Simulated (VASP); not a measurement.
OSZICAR of a VASP run on Nb (bcc):

OSZICAR:
```
       N       E                     dE             d eps       ncg     rms          rms(c)
DAV:   1     0.111673561085E+03    0.11167E+03   -0.74529E+03  2948   0.127E+03
DAV:   2    -0.641888890068E+01   -0.11809E+03   -0.11520E+03  3086   0.440E+02
DAV:   3    -0.110930873752E+02   -0.46742E+01   -0.44316E+01  4304   0.744E+01
DAV:   4    -0.113351944695E+02   -0.24211E+00   -0.24019E+00  4020   0.153E+01
DAV:   5    -0.113452799296E+02   -0.10085E-01   -0.10080E-01  4398   0.258E+00    0.833E+00
DAV:   6    -0.109705231679E+02    0.37476E+00   -0.72622E-01  4502   0.115E+01    0.303E+00
DAV:   7    -0.109247576826E+02    0.45765E-01   -0.23179E-01  4532   0.638E+00    0.959E-01
DAV:   8    -0.109296626698E+02   -0.49050E-02   -0.14143E-02  3400   0.183E+00    0.369E-02
DAV:   9    -0.109297191499E+02   -0.56480E-04   -0.10088E-03  4810   0.296E-01    0.466E-02
DAV:  10    -0.109297360969E+02   -0.16947E-04   -0.21790E-05  3660   0.644E-02    0.214E-02
DAV:  11    -0.109297320464E+02    0.40505E-05   -0.89806E-06  3368   0.605E-02    0.327E-03
DAV:  12    -0.109297319736E+02    0.72854E-07   -0.27587E-07  1762   0.612E-03
   1 F= -.88525801E+01 E0= -.88526908E+01  d E =-.885258E+01
       N       E                     dE             d eps       ncg     rms          rms(c)
DAV:   1    -0.139085287192E+02   -0.29788E+01   -0.10737E+02  3566   0.168E+02    0.188E+01
DAV:   2    -0.107640859838E+02    0.31444E+01   -0.62588E+00  4090   0.380E+01    0.461E+00
DAV:   3    -0.103350156409E+02    0.42907E+00   -0.25733E+00  4398   0.198E+01    0.359E+00
DAV:   4    -0.104198365321E+02   -0.84821E-01   -0.10330E-01  4338   0.305E+00    0.153E+00
DAV:   5    -0.104755264401E+02   -0.55690E-01   -0.21145E-01  5040   0.387E+00    0.578E-01
DAV:   6    -0.104718915411E+02    0.36349E-02   -0.72052E-03  3806   0.112E+00    0.108E-01
DAV:   7    -0.104722989400E+02   -0.40740E-03   -0.20756E-03  4770   0.440E-01    0.307E-02
DAV:   8    -0.104723050668E+02   -0.61268E-05   -0.81488E-05  3706   0.638E-02    0.134E-02
DAV:   9    -0.104723038169E+02    0.12499E-05   -0.24215E-06  2270   0.247E-02    0.453E-03
DAV:  10    -0.104723042830E+02   -0.46606E-06   -0.62706E-07  1714   0.829E-03
   2 F= -.86968862E+01 E0= -.86966683E+01  d E =0.155694E+00
       N       E                     dE             d eps       ncg     rms          rms(c)
DAV:   1    -0.128042426631E+02   -0.23319E+01   -0.60347E+01  3434   0.127E+02    0.116E+01
DAV:   2    -0.109525898581E+02    0.18517E+01   -0.51865E+00  4342   0.326E+01    0.338E+00
DAV:   3    -0.107746645239E+02    0.17793E+00   -0.16442E+00  4432   0.140E+01    0.183E+00
DAV:   4    -0.108047172857E+02   -0.30053E-01   -0.30795E-02  3214   0.210E+00    0.137E+00
DAV:   5    -0.108685679860E+02   -0.63851E-01   -0.11769E-01  4960   0.275E+00    0.469E-01
DAV:   6    -0.108702367557E+02   -0.16688E-02   -0.22081E-03  3336   0.533E-01    0.322E-01
DAV:   7    -0.108712403747E+02   -0.10036E-02   -0.15260E-03  4364   0.547E-01    0.616E-02
DAV:   8    -0.108712506192E+02   -0.10244E-04   -0.12476E-04  4112   0.123E-01    0.277E-02
DAV:   9    -0.108712499821E+02    0.63715E-06   -0.11751E-05  3168   0.573E-02    0.653E-03
DAV:  10    -0.108712507977E+02   -0.81561E-06   -0.47640E-07  1634   0.113E-02
   3 F= -.88745407E+01 E0= -.88746599E+01  d E =-.219606E-01
       N       E                     dE             d eps       ncg     rms          rms(c)
DAV:   1    -0.108680843889E+02    0.31656E-02   -0.15243E-02  3546   0.200E+00    0.195E-01
DAV:   2    -0.108676171861E+02    0.46720E-03   -0.11031E-03  4286   0.486E-01    0.515E-02
DAV:   3    -0.108675655835E+02    0.51603E-04   -0.38239E-04  4442   0.225E-01    0.327E-02
DAV:   4    -0.108675787272E+02   -0.13144E-04   -0.11825E-05  3446   0.385E-02    0.179E-02
DAV:   5    -0.108675916563E+02   -0.12929E-04   -0.33025E-05  4824   0.417E-02    0.652E-03
DAV:   6    -0.108675916398E+02    0.16462E-07   -0.36136E-07  1668   0.881E-03
   4 F= -.88745902E+01 E0= -.88747065E+01  d E =-.220102E-01
```

Problem. Which electronic solver shows in the log?

Solution. It is blocked Davidson (ALGO = Normal, or the opening steps of other solvers). The INCAR had ALGO = Normal.

Problem. Can the final energy be trusted as converged?

Solution. The calculation finished and met its thresholds. It stopped with EDIFF = 1E-6, NELM = 100, NSW = 40 and EDIFFG = -0.02 after 4 ionic steps (PBEsol GGA, plane waves, VASP's PBE PAW potentials (set 64)). Energy and stress use the plane-wave basis of the starting cell.

The compound is Nb in the bcc structure. This run relaxes it under an external pressure of 20 GPa. Symmetry was kept, so distortions that lower it aren't found.
